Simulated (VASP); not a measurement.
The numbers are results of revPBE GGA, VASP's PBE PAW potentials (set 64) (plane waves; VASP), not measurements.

VASP ran on this input.

INCAR:
```
ALGO = Normal   ! blocked Davidson
LMAXMIX = 4
ENCUT = 400
PREC = Accurate
SIGMA = 0.01
ISMEAR = 0   ! Gaussian
LCHARG = .FALSE.
LASPH = .TRUE.
LWAVE = .FALSE.
NELM = 100
EDIFF = 1E-6   ! SCF stop (eV)
LREAL = .FALSE.   ! projection in real space or not
ISIF = 2
SYSTEM = VBiO4
GGA = RE   ! revPBE
```

File POSCAR:
```
VBiO4
1
   -2.5636160000     2.5636160000     5.8018610000
    2.5636160000    -2.5636160000     5.8018610000
    2.5636160000     2.5636160000    -5.8018610000
V Bi O
2 2 8
Direct
  0.5000000000   0.5000000000   0.0000000000
  0.2500000000   0.7500000000   0.5000000000
  0.0000000000   0.0000000000   0.0000000000
  0.7500000000   0.2500000000   0.5000000000
  0.1708500000   0.5619000000   0.8910100000
  0.3119000000   0.9208900000   0.8910500000
  0.6708900000   0.2798400000   0.1089900000
  0.0298400000   0.4208500000   0.1089500000
  0.5791500000   0.6881000000   0.6089900000
  0.4381000000   0.3291100000   0.6089500000
  0.0791100000   0.9701600000   0.3910100000
  0.7201600000   0.8291500000   0.3910500000
```

### KPOINTS
```
Automatic mesh
0
Gamma
6 6 6
0.5 0.5 0.5
```

POTCAR, in this order: V_sv Bi_d O (PBE.64 set). Program: vasp_std.

The resulting files:

OUTCAR:
```
 ion  position               nearest neighbor table
   1  0.500  0.500  0.000-  10 1.73  12 1.73   5 1.73   7 1.73
   2  0.250  0.750  0.500-   6 1.73   8 1.73   9 1.73  11 1.73
   3  0.000  0.000  0.000-   5 2.42  10 2.42   7 2.42  12 2.42   8 2.47   9 2.47  11 2.47   6 2.47
                             4 3.87   4 3.87   4 3.87   4 3.87
   4  0.750  0.250  0.500-   9 2.42   8 2.42  11 2.42   6 2.42  10 2.47   7 2.47  12 2.47   5 2.47
                             3 3.87   3 3.87   3 3.87   3 3.87
   5  0.171  0.562  0.891-   1 1.73   3 2.42   4 2.47
   6  0.312  0.921  0.891-   2 1.73   4 2.42   3 2.47
   7  0.671  0.280  0.109-   1 1.73   3 2.42   4 2.47
   8  0.030  0.421  0.109-   2 1.73   4 2.42   3 2.47
   9  0.579  0.688  0.609-   2 1.73   4 2.42   3 2.47
  10  0.438  0.329  0.609-   1 1.73   3 2.42   4 2.47
  11  0.079  0.970  0.391-   2 1.73   4 2.42   3 2.47
  12  0.720  0.829  0.391-   1 1.73   3 2.42   4 2.47
  LATTYP: Found a body centered tetragonal cell.
 ALAT       =     5.1272320000
 C/A-ratio  =     2.2631552463
 Subroutine PRICEL returns:
 Original cell was already a primitive cell.
 Subroutine GETGRP returns: Found  8 space group operations
The static configuration has the point symmetry S_4 .
 The point group associated with its full space group is C_4h.
The dynamic configuration has the point symmetry S_4 .
 Subroutine INISYM returns: Found  8 space group operations
 Subroutine IBZKPT returns following result:
 Found     35 irreducible k-points:

 Following reciprocal coordinates:
            Coordinates               Weight
  0.083333  0.083333  0.083333      8.000000
  0.250000  0.083333  0.083333      8.000000
 -0.250000 -0.083333  0.416667      8.000000
  0.416667  0.083333  0.083333      8.000000
 -0.083333  0.083333  0.083333      4.000000
  0.250000  0.250000  0.083333      8.000000
  0.416667  0.250000  0.083333      8.000000
 -0.416667 -0.250000 -0.250000      8.000000
 -0.416667  0.250000  0.083333      8.000000
 -0.250000  0.250000  0.083333      4.000000
  0.250000 -0.250000  0.083333      4.000000
 -0.083333  0.250000  0.083333      8.000000
  0.416667  0.416667  0.083333      4.000000
 -0.416667  0.416667  0.083333      4.000000
  0.416667 -0.416667  0.083333      4.000000
 -0.250000  0.416667  0.083333      8.000000
  0.250000 -0.416667  0.250000      8.000000
 -0.083333  0.416667  0.083333      8.000000
 -0.416667 -0.416667  0.083333      8.000000
 -0.250000 -0.416667  0.083333      8.000000
  0.250000  0.416667  0.416667      8.000000
 -0.083333 -0.416667  0.083333      8.000000
 -0.250000 -0.250000  0.083333      8.000000
 -0.083333 -0.250000  0.083333      8.000000
 -0.083333 -0.083333  0.083333      2.000000
  0.250000  0.250000  0.250000      2.000000
 -0.250000  0.250000  0.250000      4.000000
 -0.416667  0.416667  0.250000      4.000000
  0.416667 -0.416667  0.250000      4.000000
 -0.250000  0.416667  0.250000      8.000000
 -0.416667 -0.416667  0.250000      8.000000
 -0.250000 -0.416667  0.250000      8.000000
 -0.250000 -0.250000  0.250000      2.000000
 -0.416667  0.416667  0.416667      4.000000
 -0.416667 -0.416667  0.416667      2.000000
   k-points           NKPTS =     35   k-points in BZ     NKDIM =     35   number of bands    NBANDS=     62
   number of dos      NEDOS =    301   number of ions     NIONS =     12
   total plane-waves  NPLWV = 110592
   dimension x,y,z NGX =    48 NGY =   48 NGZ =   48
   dimension x,y,z NGXF=    96 NGYF=   96 NGZF=   96
   ions per type =               2   2   8
   PREC   = accura    normal or accurate (medium, high low for compatibility)
   ISTART =      0    job   : 0-new  1-cont  2-samecut
   ICHARG =      2    charge: 1-file 2-atom 10-const
   ISPIN  =      1    spin polarized calculation?
...
```

File OSZICAR:
```
       N       E                     dE             d eps       ncg     rms          rms(c)
DAV:   1     0.140819036823E+04    0.14082E+04   -0.48324E+04  4412   0.166E+03
DAV:   2     0.135138912707E+03   -0.12731E+04   -0.12214E+04  4632   0.535E+02
DAV:   3    -0.957616677536E+02   -0.23090E+03   -0.22124E+03  5206   0.223E+02
DAV:   4    -0.110227961795E+03   -0.14466E+02   -0.14398E+02  4846   0.611E+01
DAV:   5    -0.110893301110E+03   -0.66534E+00   -0.66422E+00  6312   0.130E+01    0.684E+01
DAV:   6    -0.976106426771E+02    0.13283E+02   -0.24955E+02  6564   0.104E+02    0.439E+01
DAV:   7    -0.897461120107E+02    0.78645E+01   -0.17263E+02  5734   0.102E+02    0.301E+01
DAV:   8    -0.879786016213E+02    0.17675E+01   -0.27680E+01  5718   0.221E+01    0.196E+01
DAV:   9    -0.849371456583E+02    0.30415E+01   -0.82811E+00  6020   0.177E+01    0.368E+00
DAV:  10    -0.849752854203E+02   -0.38140E-01   -0.96241E-01  5826   0.495E+00    0.316E+00
DAV:  11    -0.850378748940E+02   -0.62589E-01   -0.50506E-01  5082   0.601E+00    0.392E+00
DAV:  12    -0.849562805503E+02    0.81594E-01   -0.17820E-01  4912   0.377E+00    0.204E-01
DAV:  13    -0.849568145790E+02   -0.53403E-03   -0.11888E-02  6080   0.593E-01    0.145E-01
DAV:  14    -0.849572041755E+02   -0.38960E-03   -0.10115E-03  5510   0.231E-01    0.197E-01
DAV:  15    -0.849569824413E+02    0.22173E-03   -0.92054E-04  4958   0.276E-01    0.487E-02
DAV:  16    -0.849569846204E+02   -0.21791E-05   -0.74974E-05  4996   0.439E-02    0.195E-02
DAV:  17    -0.849569793863E+02    0.52342E-05   -0.76809E-06  4522   0.236E-02    0.469E-03
DAV:  18    -0.849569793382E+02    0.48018E-07   -0.16790E-06  3320   0.701E-03
   1 F= -.84956979E+02 E0= -.84956979E+02  d E =-.444287-154
```

### OUTCAR
```
------------------------ aborting loop because EDIFF is reached ----------------------------------------
  FORCE on cell =-STRESS in cart. coord.  units (eV):
  Direction    XX          YY          ZZ          XY          YZ          ZX
  --------------------------------------------------------------------------------------
  Total        1.6194369      1.6194369      1.7087122      0.0000006      0.0000000     -0.0000000
  in kB       17.0114512     17.0114512     17.9492479      0.0000063      0.0000000     -0.0000000
  external PRESSURE =      17.3240501 kB  Pullay stress =       0.0000000 kB
  volume of cell :      152.52
      direct lattice vectors                 reciprocal lattice vectors
    -2.563616000  2.563616000  5.801861000     0.000000000  0.195037010  0.086179245
     2.563616000 -2.563616000  5.801861000     0.195037010  0.000000000  0.086179245
     2.563616000  2.563616000 -5.801861000     0.195037010  0.195037010  0.000000000
 POSITION                                       TOTAL-FORCE (eV/Angst)
 -----------------------------------------------------------------------------------
      0.00000      0.00000      5.80186        -0.000000     -0.000000      0.000000
      2.56362     -0.00000      2.90093         0.000000     -0.000000      0.000000
      0.00000      0.00000      0.00000         0.000000     -0.000000      0.000000
     -0.00000      2.56362      2.90093        -0.000000     -0.000000      0.000000
      3.28671      1.28171     -0.91820         0.002671     -0.006852     -0.040867
      3.84553      0.72309      1.98273         0.006852      0.002671     -0.040867
     -0.72309      1.28191      4.88366        -0.002671      0.006852     -0.040867
      1.28171     -0.72309      1.98273        -0.006852     -0.002671     -0.040867
      1.84052      1.28191      3.81913        -0.002671      0.006852      0.040867
      1.28171      1.84052      0.91820        -0.006852     -0.002671      0.040867
      3.28671     -1.28191      3.81913         0.002671     -0.006852      0.040867
      1.28191      0.72309      6.72006         0.006852      0.002671      0.040867
 -----------------------------------------------------------------------------------
    total drift:                                0.000000     -0.000000      0.000000
  FREE ENERGIE OF THE ION-ELECTRON SYSTEM (eV)
  ---------------------------------------------------
  free  energy   TOTEN  =       -84.9569793382 eV

  energy  without entropy=      -84.9569793382  energy(sigma->0) =      -84.95697934
```
(Selected blocks of OUTCAR.)

### OUTCAR
```
 val. band max:        4.9395573787   @ k =  -0.4167   0.2500   0.0833

 cond. band min:       7.0690929579   @ k =  -0.2500   0.2500   0.2500


 Fermi energy:         5.1258195640

 k-point     1 :       0.0833    0.0833    0.0833
  band No.  band energies     occupation
      1     -59.5058      2.00000
      2     -59.5051      2.00000
      3     -33.3978      2.00000
      4     -33.3977      2.00000
      5     -33.3958      2.00000
      6     -33.3955      2.00000
      7     -33.3817      2.00000
      8     -33.3727      2.00000
      9     -17.1629      2.00000
     10     -17.1258      2.00000
     11     -17.1154      2.00000
     12     -17.1061      2.00000
     13     -17.0948      2.00000
     14     -17.0905      2.00000
     15     -17.0856      2.00000
     16     -17.0790      2.00000
     17     -17.0747      2.00000
     18     -17.0515      2.00000
     19     -13.1425      2.00000
     20     -12.1670      2.00000
     21     -11.9038      2.00000
     22     -11.8959      2.00000
     23     -11.7778      2.00000
     24     -11.7202      2.00000
     25     -11.6388      2.00000
     26     -11.5352      2.00000
     27      -4.7706      2.00000
     28      -3.9865      2.00000
     29      -0.2647      2.00000
     30      -0.1071      2.00000
     31       0.3125      2.00000
     32       0.6330      2.00000
     33       0.7431      2.00000
     34       1.3087      2.00000
     35       1.4974      2.00000
     36       1.6058      2.00000
     37       1.6826      2.00000
     38       1.8529      2.00000
     39       1.9251      2.00000
     40       2.0535      2.00000
     41       2.1650      2.00000
     42       2.5688      2.00000
     43       2.6106      2.00000
     44       2.9001      2.00000
     45       3.0772      2.00000
     46       3.2690      2.00000
     47       3.3427      2.00000
     48       3.7052      2.00000
     49       4.0051      2.00000
     50       4.1163      2.00000
     51       4.2850      2.00000
...
```

At this cut-off the stress carries a Pulay error, which pulls relaxed volumes low. Unless said otherwise, spin-orbit coupling is left out, though it shifts the bands of the heavy elements here.

The structure comes from a computed database's VBiO4 entry; how it stands against other phases isn't given here. The cell was not relaxed at this level. The run is not spin-polarised, so no magnetic state was tried.
